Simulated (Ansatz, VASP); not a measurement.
**NaLiICl in two plane-wave programs**

Wanted: the spread between two codes on one cell, functional and k mesh. The cell is taken from a series of runs on this material, whose earlier steps may have relaxed, scaled, displaced or heated it; both programs get it as it stands.

Program: Ansatz 0.2.0. Level of theory: plane waves, with VASP 6.6.1 beside it; G0W0 gap at LDA. Results are calculated unless marked as measured.

**1. The starting structure**

The structure is tetragonal, space group P4/mmm (No. 123). Conventional cell: a = 4.092 Å, b = 4.092 Å, c = 6.215 Å, α = 90.00°, β = 90.00°, γ = 90.00°. Nearest to Na lie 4 Cl at 2.89 Å and 2 I at 3.11 Å. Nearest to Li lie 4 I at 2.89 Å. Nearest to I lie 4 Li at 2.89 Å and 2 Na at 3.11 Å. Nearest to Cl lie 4 Na at 2.89 Å. Farther neighbours and most contacts between anions are not listed.

Structure file:

```cif
data_structure
_symmetry_space_group_name_H-M 'P4/mmm'
_symmetry_Int_Tables_number 123
_cell_length_a 4.0916
_cell_length_b 4.0916
_cell_length_c 6.2153
_cell_angle_alpha 90.000
_cell_angle_beta 90.000
_cell_angle_gamma 90.000
_cell_volume 104.05
loop_
_atom_site_label
_atom_site_type_symbol
_atom_site_symmetry_multiplicity
_atom_site_Wyckoff_symbol
_atom_site_fract_x
_atom_site_fract_y
_atom_site_fract_z
_atom_site_occupancy
Na1 Na 1 d 0.50000 0.50000 0.50000 1
Li1 Li 1 a 0.00000 0.00000 0.00000 1
I1 I 1 c 0.50000 0.50000 0.00000 1
Cl1 Cl 1 b 0.00000 0.00000 0.50000 1
```

**2. Ansatz: G0W0 gap, LDA**

Ansatz runs on its default PAW (the set named soft_2) files.

Quasiparticle shifts depend on high empty states and on the cores, so they are the hardest test of two PAW sets.

input.yaml

```yaml
crystal:
  lattice:
    - [4.091636, 0.0, 0.0]
    - [0.0, 4.091636, 0.0]
    - [0.0, 0.0, 6.215344]
  atoms:
    - { symbol: Na, position: [0.5, 0.5, 0.5] }
    - { symbol: Li, position: [0.0, 0.0, 0.0] }
    - { symbol: I, position: [0.5, 0.5, 0.0] }
    - { symbol: Cl, position: [0.0, 0.0, 0.5] }
kpoints:
  mp_grid: { grid: [2, 2, 2] }
hamiltonian:
  xc: lda
scf:
  occupations: { method: fixed }
gw:
  n_empty_bands: 68
  ecut_chi: 114.29
  qp_bands: [v2, c2]
  qp_kpoints: [[0.5, 0.0, 0.5], [0.0, 0.0, 0.0]]
  screening: { model: contour_deformation }
```

The run is started by

```bash
> ansatz run input.yaml --threads 4 --pin off --max-ram 5529MiB --backend cpu --events-out ev --progress --plain --runs-dir out
```

Numbers of over 12 decimals in the logs are rounded to 6 here.

The log of the run:

```text
Engine: ansatz 0.2.0, aarch64-unknown-linux-gnu
Pseudopotentials: kind: paw
Pseudopotential: Na, paw, valence charge 9, recommended cutoff 420 eV (normal), Na.paw.azcp
Pseudopotential: Li, paw, valence charge 3, recommended cutoff 420 eV (normal), Li.paw.azcp
Pseudopotential: I, paw, valence charge 17, recommended cutoff 420 eV (normal), I.paw.azcp
Pseudopotential: Cl, paw, valence charge 7, recommended cutoff 420 eV (normal), Cl.paw.azcp
Functional definition: SPW92
  exchange = slater_x
  correlation = pw_c
Crystal: 4 atoms, lattice volume = 104.054 Å³
Basis set: ecut = 420 eV, 2029 PW (Γ)
Bands: 22, of which v1, the nominal top of the filled ones, is band 18 counted from 1 (17 counted from 0)
Symmetry: 16 space group operations
Space group: P4/mmm (ITA 123), of the structure as read, at distance tolerance 4.7e-5 Å
k-points: 6 of 8
Non-local potential: Na, projectors of the file, l = 0: 3, l = 1: 2, l = 2: 1
Non-local potential: Li, projectors of the file, l = 0: 3, l = 1: 2, l = 2: 1
Non-local potential: I, projectors of the file, l = 0: 2, l = 1: 2, l = 2: 2, l = 3: 2
Non-local potential: Cl, projectors of the file, l = 0: 2, l = 1: 2, l = 2: 2
PAW form: soft (Blöchl's): semilocal exchange-correlation on the pseudo side does not see the compensation charge
PAW frozen core: Na, regenerated for the run's functional, and the local potential with it (the file was generated under x = pbe(κ = 0.804, μ = 0.219515), c = pbe(β = 0.066725))
PAW frozen core: I, regenerated for the run's functional, and the local potential with it (the file was generated under x = pbe(κ = 0.804, μ = 0.219515), c = pbe(β = 0.066725))
PAW frozen core: Cl, regenerated for the run's functional, and the local potential with it (the file was generated under x = pbe(κ = 0.804, μ = 0.219515), c = pbe(β = 0.066725))
PAW one-centre angular grid: Na, 110 points (default); XC on 64 Gauss nodes
PAW one-centre angular grid: Li, 110 points (default); XC on 64 Gauss nodes
PAW one-centre angular grid: I, 590 points (default); XC on 64 Gauss nodes
PAW one-centre angular grid: Cl, 110 points (default); XC on 64 Gauss nodes
Initial density: superposition of atomic densities (neutral atoms: chi_scale 0, normalization atom), corrected by the library's trained network
Initial wavefunctions: pseudopotential atomic-orbital guess
Functional: x = slater, c = lda
SCF iter   1: F=—  HF=-10073.561628 eV  |F-HF|=—  |Δ(HF+E_count)|=         —  Δρ=6.24e-3  dr2=3.05e-2  ethr=1.77e-3  ⟨swp⟩=5.0  Hψ=612  notcnv=0  defer=10
preconditioner: auto → Resta (q_TF=auto, 2.286 Å⁻¹)  ε∞=3.1  [insulator: Δε(μ)=3.876 eV  Ē_g=10.158 eV  n_scr=20 (ndim 8)  ℏωp=14.6 eV  f_vac=0.019  ε∞_Penn≈3.1]
SCF iter   2: F=—  HF=-10073.546754 eV  |F-HF|=—  |Δ(HF+E_count)|=   1.49e-2  Δρ=2.55e-3  dr2=5.42e-3  ethr=8.47e-5  ⟨swp⟩=2.7  Hψ=302  notcnv=0  defer=12
SCF iter   3: F=—  HF=-10073.544377 eV  |F-HF|=—  |Δ(HF+E_count)|=   2.38e-3  Δρ=5.20e-4  dr2=2.75e-4  ethr=1.50e-5  ⟨swp⟩=2.8  Hψ=254  notcnv=0  defer=12
SCF iter   4: F=—  HF=-10073.544342 eV  |F-HF|=—  |Δ(HF+E_count)|=   3.50e-5  Δρ=1.21e-4  dr2=2.26e-5  ethr=7.65e-7  ⟨swp⟩=2.3  Hψ=183  notcnv=0  defer=12
SCF iter   5: F=—  HF=-10073.544344 eV  |F-HF|=—  |Δ(HF+E_count)|=   1.22e-6  Δρ=2.58e-5  dr2=9.35e-7  ethr=6.29e-8  ⟨swp⟩=2.0  Hψ=163  notcnv=0  defer=11
SCF iter   6: F=-10073.544343 eV  HF=-10073.544343 eV  |F-HF|=4.73e-8  |Δ(HF+E_count)|=   1.30e-7  Δρ=7.67e-6  dr2=7.13e-8  ethr=2.78e-10  ⟨swp⟩=7.0  Hψ=599  notcnv=0
SCF 1 converged in 6 iterations: F = -10073.544343 eV  dr2 = 7.13e-8
  greatest PAW one-centre occupation: 1.000 electrons in one spin orbital (limit 2), on the I atom at site 2 (counted from 0), in its partial waves of l = 2
NSCF: frozen V_eff on 6 k-points
G₀W₀ screening: q 1/6
[... further progress lines ...]
SCF converged after 6 iterations
Free energy (F): -10073.544343 eV
Harris-Foulkes:  -10073.544343 eV  (|F-HF|=4.73e-8)
Internal energy: -10073.544343 eV  (E = F + TS)
E sigma→0 (E₀):  -10073.544343 eV
Fermi energy:    2.489004 eV
--- Per-component energies (eV) ---
  E_band       = -726.508052
  E_kinetic    = 494.012646
  E_local      = -3807.444055  (includes V_loc(G=0)·N_el)
  E_nonlocal   = 29.127420
  E_hartree    = 1672.056460
  E_xc         = -282.109151
  E_vxc        = -313.823311  (∫ρ·V_xc dr)
  E_paw        = -5549.947999  (= ΣΔE_a)
  E_vpaw       = -472.488782  (= ΣTr[D̂ρ^β])
  E_aug_tail   = 0.000148  (compensation charges beyond the density's cutoff)
  E_ewald      = -2630.352409
  E_core_change = 1.112597  (= ΣΔE_core)
  E_smearing   = -0.000000  (= −TS)
  E_closure    = -0.000000  (closes the sum)
  Σ components = -10073.544343   (vs F -10073.544343, Δ=0.00e0)
--- Band table (eV; the first three rows and the last of 6) ---
  k-point 0: bands = [... 14 lower, 1.2832, 2.1333, 2.1744, 2.1744, 6.2411, 7.6350, 8.5869, 11.1701]
  k-point 1: bands = [... 14 lower, 1.4130, 1.4130, 1.9987, 1.9987, 7.8797, 8.3211, 9.0048, 9.7463]
  k-point 2: bands = [... 14 lower, 0.8981, 1.3215, 1.4691, 2.4847, 8.1216, 8.7136, 9.3127, 9.4145]
  k-point 5: bands = [... 14 lower, 0.5763, 0.5763, 1.0991, 1.5252, 7.7807, 9.3233, 9.6422, 9.6422]
--- G₀W₀: contour deformation, 5 samples at zero and on the imaginary axis and 1 off it, 8 q-points, 68 empty bands' worth ---
  eigenvalues of the whole cell's RPA ε∞ on this k-mesh (on a slab, of 1 + 4πα/V) = 3.3136, 4.3367, 4.3367; static W/v taken at q = 0 is 0.237674
  bands read: the sum over 86 bands ends inside a degenerate multiplet in 1 slot, whose members it reads at an even weight; the widest, k=4: bands 86 to 87 (counted from 1) at 1/2 each
    ik  band        ε_KS         Σx   Σc(E_QP)       V_xc       Z   E_QP_lin       E_QP  E_QP is
     0    17      2.1744   -18.3704     2.4917   -15.0564  0.7869     1.3427     1.3521  root
     0    18      2.1744   -18.3704     2.4917   -15.0564  0.7869     1.3427     1.3521  root
     0    19      6.2411    -5.2397    -3.4842    -9.8504  0.8220     7.3835     7.3677  root
     0    20      7.6350    -4.6938    -3.5580    -9.4491  0.8152     8.8523     8.8324  root
     3    17      1.8884   -18.4050     2.5299   -15.0643  0.7846     1.0685     1.0776  root
     3    18      2.4890   -18.2174     2.3529   -15.0873  0.7924     1.7037     1.7118  root
     3    19      6.9623    -3.7727    -3.3625    -8.0699  0.8210     7.9079     7.8971  root
     3    20      7.7200    -4.2565    -3.6246    -9.0829  0.8167     8.9417     8.9218  root
```

**3. VASP: G0W0 gap, LDA**

The same cell, functional (in two slightly different forms) and mesh now go to VASP, with its own data sets.

Lines of VASP's logs that name or quote its potential files are left out, and so is its time.

The run reads the wave functions of an earlier VASP run, which isn't shown here.

INCAR

```
SYSTEM = NaLiICl
PREC = Accurate
ENCUT = 460
ISMEAR = 0
SIGMA = 0.01
LREAL = .FALSE.
GGA = CA
NBANDS = 81
ALGO = EVGW0
NELMGW = 1
ENCUTGW = 114.29
NOMEGA = 64
PRECFOCK = Fast
NBANDSGW = 21
LWAVE = .FALSE.
LCHARG = .FALSE.
```

POSCAR

```
NaLiICl
1.0
    4.0916360000      0.0000000000      0.0000000000
    0.0000000000      4.0916360000      0.0000000000
    0.0000000000      0.0000000000      6.2153440000
Na Li I Cl
1 1 1 1
Direct
    0.5000000000      0.5000000000      0.5000000000
    0.0000000000      0.0000000000      0.0000000000
    0.5000000000      0.5000000000      0.0000000000
    0.0000000000      0.0000000000      0.5000000000
```

KPOINTS

```
Automatic mesh
0
Gamma
2 2 2
0 0 0
```

PAW data sets: Na_sv_GW, Li_sv_GW, I_GW and Cl_GW (LDA family, release 64).

The run is started by

```bash
> export OMP_NUM_THREADS=4
> mpirun -np 1 vasp_std
```

The log of the run:

```text
[banner, memory and clock lines left out]
running    1 mpi-ranks, on    1 nodes
 distrk:  each k-point on    1 cores,    1 groups
 distr:  one band on    1 cores,    1 groups
 Offloading initialized ...    1 GPUs detected
 POSCAR found type information on POSCAR NaLiI Cl
 POSCAR found :  4 types and       4 ions
|                                                                             |
|           W    W    AA    RRRRR   N    N  II  N    N   GGGG   !!!           |
|           W    W   A  A   R    R  NN   N  II  NN   N  G    G  !!!           |
|           W    W  A    A  R    R  N N  N  II  N N  N  G       !!!           |
|           W WW W  AAAAAA  RRRRR   N  N N  II  N  N N  G  GGG   !            |
|           WW  WW  A    A  R   R   N   NN  II  N   NN  G    G                |
|           W    W  A    A  R    R  N    N  II  N    N   GGGG   !!!           |
|                                                                             |
|     The default for ENCUTGWSOFT is different in this version of VASP.       |
|     please manually set ENCUTGWSOFT =114.29 in the INCAR file.              |
|                                                                             |

 LDA part: xc-table for (Slater(with rela. corr.)+CA(PZ))
 , standard interpolation
 found WAVECAR, reading the header
 POSCAR, INCAR and KPOINTS ok, starting setup
 FFT: planning ... GRIDC
 FFT: planning ... GRID_SOFT
 FFT: planning ... GRID
 reading WAVECAR
 the WAVECAR file was read successfully
 initial charge from wavefunction
 available memory per node:   1687.34 GB, setting MAXMEM to   1727836

 The Fermi energy was updated, please check that it is located mid-gap
 values below the HOMO (VB) or above the LUMO (CB) will cause erroneous energies
 E-fermi :   2.4577

 calculate exact exchange contribution
 the WAVEDER file was read successfully
energies w=
    0.000    0.000    1.216    0.000    2.429    0.000    3.638    0.000
    4.839    0.000    6.031    0.000    7.213    0.000    8.382    0.000
    9.537    0.000   10.679    0.000   11.806    0.000   12.918    0.000
   14.016    0.000   15.099    0.000   16.169    0.000   17.226    0.000
   18.272    0.000   19.308    0.000   20.335    0.000   21.355    0.000
   22.369    0.000   23.379    0.000   24.387    0.000   25.395    0.000
   26.404    0.000   27.418    0.000   28.438    0.000   29.467    0.000
   30.507    0.000   31.562    0.000   32.633    0.000   33.724    0.000
   34.839    0.000   35.980    0.000   37.153    0.000   38.362    0.000
   39.611    0.000   40.905    0.000   42.252    0.000   43.658    0.000
   45.129    0.000   46.677    0.000   48.309    0.000   50.038    0.000
   51.878    0.000   53.843    0.000   55.952    0.000   58.226    0.000
   60.692    0.000   63.379    0.000   66.324    0.000   69.574    0.000
   73.182    0.000   77.219    0.000   81.773    0.000   86.954    0.000
   92.909    0.000   99.830    0.000  107.977    0.000  117.710    0.000
  129.542    0.000  144.229    0.000  162.938    0.000  187.558    0.000
 responsefunction array rank=     292
 LDA part: xc-table for (Slater(with rela. corr.)+CA(PZ))
 , standard interpolation

 min. memory requirement per mpi rank    294.3 MB, per node    294.3 MB

 allocating  64 responsefunctions rank=   292
 shmem allocating  64 responsefunctions rank=   292
 response function shared by NCSHMEM nodes    1
 Doing            64  frequencies on each core in blocks of            64
NQ=   1    0.0000    0.0000    0.0000,
|.........|.........|.........|.........|.........|.........|.........|.........
 performed         34000 updates of chi_q(r,r)
 total number of BLAS operations         22.77 Gflops
NQ=   2    0.5000    0.0000    0.0000,
|.........|.........|.........|.........|.........|.........|.........|.........
 performed         75000 updates of chi_q(r,r)
 total number of BLAS operations         49.46 Gflops
NQ=   3    0.5000    0.5000    0.0000,
|.........|.........|.........|.........|.........|.........|.........|.........
 performed        109000 updates of chi_q(r,r)
 total number of BLAS operations         70.52 Gflops
NQ=   4    0.0000    0.0000    0.5000,
|.........|.........|.........|.........|.........|.........|.........|.........
 performed        143000 updates of chi_q(r,r)
 total number of BLAS operations         92.50 Gflops
NQ=   5    0.5000    0.0000    0.5000,
|.........|.........|.........|.........|.........|.........|.........|.........
 performed        184000 updates of chi_q(r,r)
 total number of BLAS operations        120.71 Gflops
NQ=   6    0.5000    0.5000    0.5000,
|.........|.........|.........|.........|.........|.........|.........|.........
 performed        218000 updates of chi_q(r,r)
 total number of BLAS operations        143.64 Gflops
 resolving degeneracies of screened two electron integrals

 calculate QP shifts <psi_nk| G(iteration)W_0 |psi_nk>: iteration 1
 entering main loop
```

[end of part 1 of 2]

[Lines on the potential files, build, host, timing and source positions are cut from VASP's logs without a mark.]

[Logs are printed without paths, hosts, clocks, repeated set-up lines and the standing remarks that a program may print on its own settings, such as how far it seeks lower states.]

[Hosts, paths, dates, database ids (printed as entryN), source tags and the programs' standing remarks are cut or masked in the printed files.]
